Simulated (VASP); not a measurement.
A run of VASP 6.6.1:

INCAR

```
SYSTEM = Rh
  ALGO = Normal
  EDIFF = 1E-7
  EDIFFG = -0.002
  ENCUT = 520
  GGA = PE
  IBRION = 2
  ISIF = 3
  ISMEAR = 0
  LASPH = .True.
  LCHARG = .False.
  LREAL = .False.
  LWAVE = .False.
  NELM = 80
  NSW = 80
  PREC = Accurate
  SIGMA = 1.0
```

KPOINTS

```
k-points
0
Gamma
  18 18 18
  0 0 0
```

Contents of POSCAR:

```
Rh                                      
1.0
   -0.0000000000      1.9320035781      1.9320035781
    1.9320035781     -0.0000000000      1.9320035781
    1.9320035781      1.9320035781      0.0000000000
  Rh            
     1
Direct
     0.0000000000000000    0.0000000000000000    1.0000000000000000
```

Potentials or basis: VASP PAW PBE potentials, release 64 (Rh_pv).

Launch:

```bash
$ cat potpaw_PBE.64/Rh_pv/POTCAR > POTCAR
$ mpirun -np 1 vasp_std > vasp.out
```

Hardware: 1 thread of Intel(R) Xeon(R) 6975P-C (Granite Rapids), with other jobs on the host.

**Question.** Estimate the wall time of this run.

**Answer.** It took 18 s on 1 thread of Intel(R) Xeon(R) 6975P-C (Granite Rapids) (shared host), peak memory 0.14 GiB. Counts: scf iterations 23, k points 195, ion steps 3.
